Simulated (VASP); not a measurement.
Here is the system:

```xyz
4
Lattice="5.2200 2.6100 2.6100 2.6100 5.2200 2.6100 2.6100 2.6100 5.2200" Properties=species:S:1:pos:R:3 pbc="T T T"
Mn     0.0000     0.0000     0.0000
Mn     5.2200     5.2200     5.2200
S      2.6100     2.6100     2.6100
S      7.8300     7.8300     7.8300
```
Starting moments (μB, in the order of the record's atoms Mn Mn S S): 5.0 -5.0 0.0 0.0.

Level of theory: PBE GGA, VASP's PBE PAW potentials (set 64) (plane waves; VASP). Run with 400 eV cut-off, 5×5×5 Γ-centred mesh, Gaussian smearing of 0.050 eV, potentials Mn_pv S.

Give the stress tensor in GPa (positive for a compressed cell).

```
-4.02  -0.25  -0.25
-0.25  -4.02  -0.25
-0.25  -0.25  -4.02
```
The pressure is its mean diagonal, -4.02 GPa.

The compound is MnS in the rock salt, AFM-II order structure. The cell was not relaxed at this level.
